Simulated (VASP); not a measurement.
# CrSi8O18 (a cell with a defect) in VASP: single point with PBEsol+U

Aim: the single point of CrSi8O18 (a cell with a defect) with PBEsol+U.

Program: VASP 6.6.1. These are calculated values, not measurements. Logs are shortened: lines on timing, memory, paths and dates and some standing lists are left out, and cuts for length are marked.

**1. The crystal as given**

The cell holds a defect, 27 atoms: a = 14.749 Å, b = 8.515 Å, c = 5.408 Å, α = 90.00°, β = 90.00°, γ = 150.00°.

**2. Single point, PBEsol+U**

INCAR reads:

```
PREC     = Accurate       # precision mode
ENCUT    = 450            # plane-wave cutoff, eV
EDIFF    = 1E-5           # SCF threshold, eV
ISMEAR   = 0              # smearing method
SIGMA    = 0.03           # smearing width, eV
LREAL    = Auto         
LASPH    = T              # aspherical terms in the spheres
NELM     = 120            # most SCF steps
ALGO     = Normal         # electronic algorithm
ISIF     = 2              # what is computed and relaxed
LWAVE    = F              # write WAVECAR
LCHARG   = F              # write CHGCAR
LMAXMIX  = 4              # l up to which the mixer works
LDAU     = T              # DFT+U
LDAUTYPE = 2            
LDAUL    = 2 -1 -1        # shell
LDAUU    = 3 0 0          # U, eV
LDAUJ    = 0 0 0        
LDAUPRINT= 1            
GGA      = PS             # functional
NBANDS   = 95             # bands
LORBIT   = 11             # projections on sites
```

KPOINTS reads:

```
regular mesh
0
Gamma
  2 3 3
```

POSCAR reads:

```
CrSi8O18
1.0
   14.7490799999      0.0000000000      0.0000000000
   -7.3745400000      4.2576926541      0.0000000000
    0.0000000000      0.0000000000      5.4084000000
Cr Si O
1 8 18
Direct
    0.1565766667      0.0000000000      0.6666666667
    0.4899096667      0.0000000000      0.6666666667
    0.8232436667      0.0000000000      0.6666666667
    0.1565766667      0.4697300000      0.3333333333
    0.4899096667      0.4697300000      0.3333333333
    0.8232436667      0.4697300000      0.3333333333
    0.3535133333      0.5302700000      0.0000000000
    0.6868463333      0.5302700000      0.0000000000
    0.0201803333      0.5302700000      0.0000000000
    0.2270400000      0.2675800000      0.7855800000
    0.5603730000      0.2675800000      0.7855800000
    0.8937070000      0.2675800000      0.7855800000
    0.2927933333      0.1459600000      0.4522466667
    0.6261263333      0.1459600000      0.4522466667
    0.9594603333      0.1459600000      0.4522466667
    0.4801666667      0.5864600000      0.1189133333
    0.8134996667      0.5864600000      0.1189133333
    0.1468336667      0.5864600000      0.1189133333
    0.2270400000      0.4135400000      0.2144200000
    0.5603730000      0.4135400000      0.2144200000
    0.8937070000      0.4135400000      0.2144200000
    0.2927933333      0.7324200000      0.5477533333
    0.6261263333      0.7324200000      0.5477533333
    0.9594603333      0.7324200000      0.5477533333
    0.4801666667      0.8540400000      0.8810866667
    0.8134996667      0.8540400000      0.8810866667
    0.1468336667      0.8540400000      0.8810866667
```

Potentials or basis: VASP PAW PBE potentials, release 64 (Cr_pv, Si, O).

Started as:

```bash
$ cat potpaw_PBE.64/Cr_pv/POTCAR potpaw_PBE.64/Si/POTCAR potpaw_PBE.64/O/POTCAR > POTCAR
$ mpirun -np 1 vasp_std > vasp.out
```

OUTCAR:

```text
PREC = Accurate
   ENCUT = 450
   EDIFF = 1E-5
   ISMEAR = 0
   LREAL = Auto
   LASPH = T
   NELM = 120
   ISIF = 2
   GGA = PS
   LORBIT = 11

 ion  position               nearest neighbor table
   1  0.157  0.000  0.667-  24 1.61  10 1.61  13 1.61  27 1.61   5 3.06   6 3.06   7 3.06   9 3.06

   2  0.490  0.000  0.667-  22 1.61  11 1.61  14 1.61  25 1.61   4 3.06   8 3.06   7 3.06   6 3.06

   3  0.823  0.000  0.667-  12 1.61  23 1.61  26 1.61  15 1.61   8 3.06   4 3.06   9 3.06   5 3.06
[... 17 lines left out ...]
  14  0.626  0.146  0.452-   6 1.61   2 1.61
  15  0.959  0.146  0.452-   4 1.61   3 1.61
[... 10 lines left out ...]
  26  0.813  0.854  0.881-   8 1.61   3 1.61
  27  0.147  0.854  0.881-   9 1.61   1 1.61

  Warning from LATTYP: Monoclinic adjustment (A1->A3, A2->A1, A3->A2)!
  LATTYP: Found a hexagonal cell.
 ALAT       =     8.5153853082
 C/A-ratio  =     0.6351327397

  Lattice vectors:

 A1 = (  -0.0000000001,   8.5153853082,   0.0000000000)
 A2 = (  -7.3745399999,  -4.2576926541,   0.0000000000)
 A3 = (   0.0000000000,   0.0000000000,   5.4084000000)

Analysis of symmetry for initial positions (statically):
=====================================================================
 Subroutine PRICEL returns:
 Original cell was already a primitive cell.

 Routine SETGRP: Setting up the symmetry group for a
 hexagonal supercell.

 Subroutine GETGRP returns: Found  2 space group operations
 (whereof  1 operations were pure point group operations)
 out of a pool of 24 trial point group operations.

The static configuration has the point symmetry C_1 .
 The point group associated with its full space group is C_2 .

Analysis of symmetry for dynamics (positions and initial velocities):
=====================================================================
 Subroutine PRICEL returns:
 Original cell was already a primitive cell.

 Routine SETGRP: Setting up the symmetry group for a
 hexagonal supercell.

 Subroutine GETGRP returns: Found  2 space group operations
 (whereof  1 operations were pure point group operations)
 out of a pool of 24 trial point group operations.

The dynamic configuration has the point symmetry C_1 .
 The point group associated with its full space group is C_2 .

 Subroutine INISYM returns: Found  2 space group operations
 (whereof  1 operations are pure point group operations),
 and found     1 'primitive' translations

----------------------------------------------------------------------------------------

                                     Primitive cell

  volume of cell :     339.6316

  direct lattice vectors                    reciprocal lattice vectors
    14.749080000  0.000000000  0.000000000     0.067800839  0.117434498  0.000000000
    -7.374540000  4.257692654  0.000000000     0.000000000  0.234868996  0.000000000
     0.000000000  0.000000000  5.408400000     0.000000000  0.000000000  0.184897567

  length of vectors
    14.749080000  8.515385308  5.408400000     0.135601678  0.234868996  0.184897567

  position of ions in fractional coordinates (direct lattice)
     0.156576667  0.000000000  0.666666667
     0.489909667  0.000000000  0.666666667
     0.823243667  0.000000000  0.666666667
     0.156576667  0.469730000  0.333333333
     0.489909667  0.469730000  0.333333333
     0.823243667  0.469730000  0.333333333
[... 19 lines left out ...]
     0.813499667  0.854040000  0.881086667
     0.146833667  0.854040000  0.881086667

  ion indices of the primitive-cell ions
   primitive index   ion index
                 1           1
                 2           2
                 3           3
                 4           4
                 5           5
                 6           6
[... 19 lines left out ...]
                26          26
                27          27
[... 78 lines left out ...]
   NELM   =    120;   NELMIN=  2; NELMDL= -5     # of ELM steps
   EDIFF  = 0.1E-04   stopping-criterion for ELM
   LREAL  =      T    real-space projection
   EDIFFG = 0.1E-03   stopping-criterion for IOM
   NSW    =      0    number of steps for IOM
   IBRION =     -1    ionic relax: 0-MD 1-quasi-New 2-CG
   NFREE  =      0    steps in history (QN), initial steepest desc. (CG)
   ISIF   =      2    stress and relaxation
   ISYM   =      2    0-nonsym 1-usesym 2-fastsym
   POTIM  = 0.5000    time-step for ionic-motion
   TEBEG  =    0.0;   TEEND  =   0.0 temperature during run
   PSTRESS=    0.0 pullay stress
   NELECT =     152.0000    total number of electrons
   NUPDOWN=      -1.0000    fix difference up-down
   EMIN   =  10.00;   EMAX   =-10.00  energy-range for DOS
   EFERMI =   0.00;   METHOD = LEGACY
   ISMEAR =     0;   SIGMA  =   0.03  broadening in eV -4-tet -1-fermi 0-gaus
   EFERMI_NEDOS =   21; number of points for ismear=-14 and -15
   IALGO  =     38    algorithm
   IMIX   =      4    mixing-type and parameters
     AMIX     =   0.40;   BMIX     =  1.00
     AMIX_MAG =   1.60;   BMIX_MAG =  1.00
  volume/ion in A,a.u.               =      12.58        84.89
  Fermi-wavevector in a.u.,A,eV,Ry     =   1.252237  2.366386 21.335276  1.568099
  Thomas-Fermi vector in A             =   2.386147
   LORBIT       =     11    0 simple, 1 ext, 2 COOP (PROOUT), +10 PAW based schemes
 LDA+U is selected, type is set to LDAUTYPE =  2
   angular momentum for each species LDAUL =     2   -1   -1
   U (eV)           for each species LDAUU =   3.0  0.0  0.0
   J (eV)           for each species LDAUJ =   0.0  0.0  0.0
   GGA     = PS    functional components
   LHFCALC =     F    Hartree Fock is set to
   AEXX    =    0.0000 exact exchange contribution
   IVDW    =     0    specifies the selected vdW correction
   LEPSILON=     F    determine dielectric tensor
   LRPA    =     F    only Hartree local field effects (RPA)
 non-spin polarized calculation
 Gauss-broadening in eV      SIGMA  =   0.03
  energy-cutoff  :      450.00
  volume of cell :      339.63
 maximum number of plane-waves:      7375
 NGX is ok and might be reduce to   108
   NGX = 51   NGY = 29   NGZ = 19

atom =   1  type =  1  l = 2

 onsite density matrix

spin component  1

  0.4238  0.0000  0.0000 -0.0103 -0.0000
  0.0000  0.5055  0.2117 -0.0000 -0.0596
  0.0000  0.2117  0.8692 -0.0000 -0.0341
 -0.0103 -0.0000 -0.0000  0.3975  0.0000
 -0.0000 -0.0596 -0.0341  0.0000  0.2703

spin component  2

  0.4238  0.0000  0.0000 -0.0103 -0.0000
  0.0000  0.5055  0.2117 -0.0000 -0.0596
  0.0000  0.2117  0.8692 -0.0000 -0.0341
 -0.0103 -0.0000 -0.0000  0.3975  0.0000
 -0.0000 -0.0596 -0.0341  0.0000  0.2703

 occupancies and eigenvectors

  o =  0.2555  v = -0.0000 -0.2605  0.0362 -0.0000 -0.9648  0.0000  0.0000  0.0000  0.0000  0.0000      0.0000  0.0000  0.0000  0.0000  0.0000  0.0000  0.0000  0.0000  0.0000  0.0000
  o =  0.2555  v =  0.0000  0.0000  0.0000  0.0000  0.0000 -0.0000 -0.2605  0.0362 -0.0000 -0.9648      0.0000  0.0000  0.0000  0.0000  0.0000  0.0000  0.0000  0.0000  0.0000  0.0000
  o =  0.3939  v =  0.0000  0.0000  0.0000  0.0000  0.0000 -0.3256 -0.0000  0.0000 -0.9455  0.0000      0.0000  0.0000  0.0000  0.0000  0.0000  0.0000  0.0000  0.0000  0.0000  0.0000
  o =  0.3939  v = -0.3256 -0.0000  0.0000 -0.9455  0.0000  0.0000  0.0000  0.0000  0.0000  0.0000      0.0000  0.0000  0.0000  0.0000  0.0000  0.0000  0.0000  0.0000  0.0000  0.0000
  o =  0.4186  v = -0.0000 -0.8688  0.4271  0.0000  0.2506  0.0000  0.0000  0.0000  0.0000  0.0000      0.0000  0.0000  0.0000  0.0000  0.0000  0.0000  0.0000  0.0000  0.0000  0.0000
  o =  0.4186  v =  0.0000  0.0000  0.0000  0.0000  0.0000 -0.0000 -0.8688  0.4271  0.0000  0.2506      0.0000  0.0000  0.0000  0.0000  0.0000  0.0000  0.0000  0.0000  0.0000  0.0000
  o =  0.4273  v = -0.9455  0.0000 -0.0000  0.3256 -0.0000  0.0000  0.0000  0.0000  0.0000  0.0000      0.0000  0.0000  0.0000  0.0000  0.0000  0.0000  0.0000  0.0000  0.0000  0.0000
  o =  0.4273  v =  0.0000  0.0000  0.0000  0.0000  0.0000 -0.9455  0.0000 -0.0000  0.3256 -0.0000      0.0000  0.0000  0.0000  0.0000  0.0000  0.0000  0.0000  0.0000  0.0000  0.0000
  o =  0.9709  v = -0.0000 -0.4212 -0.9035  0.0000  0.0798  0.0000  0.0000  0.0000  0.0000  0.0000      0.0000  0.0000  0.0000  0.0000  0.0000  0.0000  0.0000  0.0000  0.0000  0.0000
  o =  0.9709  v =  0.0000  0.0000  0.0000  0.0000  0.0000 -0.0000 -0.4212 -0.9035  0.0000  0.0798      0.0000  0.0000  0.0000  0.0000  0.0000  0.0000  0.0000  0.0000  0.0000  0.0000

 number of electron     152.0000017 magnetization

 Free energy of the ion-electron system (eV)
  ---------------------------------------------------
  ext. energy  EPLUGINS =         0.00000000
  ---------------------------------------------------
  free energy    TOTEN  =      -216.46074715 eV

  energy without entropy =     -216.46074715  energy(sigma->0) =     -216.46074715

 E-fermi :   5.0741     XC(G=0):  -9.4783

 val. band max:        4.8533221239   @ k =   0.5000   0.0000   0.3333
 cond. band min:       5.3474533472   @ k =   0.0000   0.3333   0.0000
 fundamental gap:      0.4941312234
 Fermi energy:         5.0741289611

 k-point     1 :       0.0000    0.0000    0.0000
  band No.  band energies     occupation
      1     -40.4967      2.00000
      2     -40.4233      2.00000
      3     -39.0591      2.00000
      4     -18.3311      2.00000
      5     -17.6666      2.00000
      6     -17.6613      2.00000
[... 899 lines left out ...]
     87      10.3792      0.00000
     88      10.4085      0.00000
 [bands above 88 left out]

------------------------ aborting loop because EDIFF is reached ----------------------------------------

  FORCE on cell =-STRESS in cart. coord.  units (eV):
  Direction    XX          YY          ZZ          XY          YZ          ZX
  --------------------------------------------------------------------------------------
  -------------------------------------------------------------------------------------
  Total       21.9463169     23.0607317     21.0562883     -0.0000000      0.2274175     -0.0000000
  in kB      103.5295161    108.7866547     99.3308968     -0.0000000      1.0728191     -0.0000000
  external PRESSURE =     103.8823559 kB  Pullay stress =       0.0000000 kB

 VOLUME and BASIS-vectors are now :
 -----------------------------------------------------------------------------
  energy-cutoff  :      450.00
  volume of cell :      339.63
      direct lattice vectors                 reciprocal lattice vectors
    14.749080000  0.000000000  0.000000000     0.067800839  0.117434498  0.000000000
    -7.374540000  4.257692654  0.000000000     0.000000000  0.234868996  0.000000000
     0.000000000  0.000000000  5.408400000     0.000000000  0.000000000  0.184897567

 POSITION                                       TOTAL-FORCE (eV/Angst)
 -----------------------------------------------------------------------------------
      2.30936      0.00000      3.60560         0.291534     -0.000000      0.000000
      7.22572      0.00000      3.60560         0.023209     -0.000000      0.000000
     12.14209      0.00000      3.60560         0.008998     -0.000000      0.000000
     -1.15468      1.99997      1.80280        -0.037829      0.043619     -0.000674
      3.76167      1.99997      1.80280         0.253968      0.203248     -0.102457
      8.67804      1.99997      1.80280        -0.115891     -0.127107     -0.364584
[... 19 lines left out ...]
      5.70022      3.63624      4.76527         0.114413      0.242834      0.107548
     -4.13249      3.63624      4.76527         3.431130     -2.211630      4.284813
 -----------------------------------------------------------------------------------
    total drift:                               -0.002123     -0.000304      0.001552

  FREE ENERGIE OF THE ION-ELECTRON SYSTEM (eV)
  ---------------------------------------------------
  free  energy   TOTEN  =      -216.4607471535 eV

  energy  without entropy=     -216.4607471535  energy(sigma->0) =     -216.46074715

 total charge

# of ion       s       p       d       tot
------------------------------------------
    1        0.768   6.792   4.856  12.416
    2        0.653   1.021   0.000   1.674
    3        0.653   1.022   0.000   1.675
    4        0.653   1.022   0.000   1.675
    5        0.657   1.026   0.000   1.683
    6        0.658   1.026   0.000   1.684
[... 19 lines left out ...]
   26        1.557   3.696   0.000   5.253
   27        1.578   3.638   0.000   5.217
--------------------------------------------------
tot         34.122  81.268   4.856 120.245
```

It took 11 min on 1 thread of AMD EPYC 9R45 (Zen 5), shared host; peak memory 0.61 GiB.

Results:

| Item | Value |
| --- | --- |
| Free energy | -216.4607 eV |
| Largest force | 6.125 eV/Å |
| Band gap on the k mesh | 0.49 eV, indirect (least direct gap 0.54 eV) |
| Valence electrons inside the program's atomic spheres | Cr 12.42; Si 1.67, 1.68; O 5.22, 5.25 |

Forces on the atoms (eV/Å):
```
Cr   0.292  0.000  0.000
Si   0.023  0.000  0.000
Si   0.009  0.000  0.000
Si  -0.038  0.044 -0.001
Si   0.254  0.203 -0.102
Si  -0.116 -0.127 -0.365
Si  -0.116  0.127  0.365
Si  -0.038 -0.044  0.001
Si   0.254 -0.203  0.102
O   -3.914  4.413  1.648
O   -0.258  0.009 -0.110
O   -0.278 -0.052 -0.128
O    3.431  2.212 -4.285
O    0.137 -0.266 -0.108
O    0.114 -0.243 -0.108
O    0.174  0.260 -0.072
O    0.120  0.207 -0.123
O    0.211  0.195 -0.061
O    0.120 -0.207  0.123
O    0.211 -0.195  0.061
O    0.174 -0.260  0.072
O   -0.258 -0.009  0.110
O   -0.278  0.052  0.128
O   -3.914 -4.413 -1.648
O    0.137  0.266  0.108
O    0.114  0.243  0.108
O    3.431 -2.212  4.285
```

Levels at points of the mesh, in eV from the valence-band top:
```csv
k point,band 73,band 74,band 75,band 76,band 77,band 78,band 79,band 80
"(0.00, 0.00, 0.00)",-4.24,-3.97,-3.90,-0.08,0.50,1.64,2.08,2.19
"(0.50, 0.00, 0.00)",-4.06,-4.03,-3.95,-0.08,0.50,1.64,2.13,2.31
```

Eigenvalues of the final occupation matrices:
```csv
site,spin,trace,eigenvalues
site 1 d,1,2.47,0.26 0.39 0.42 0.43 0.97
site 1 d,2,2.47,0.26 0.39 0.42 0.43 0.97
```

Caveat: the k mesh is coarse (spacing up to 0.49 Å⁻¹), so the values aren't converged; the cutoff is under 1.25 times the usual one of these potentials, so pressure, stress and relaxed cells hold a basis-set (Pulay) error; the PAW data sets were made with another functional, which shifts forces and pressure a little. Spin polarisation is off, so any magnetic state and its effect on volume and gap are missing.
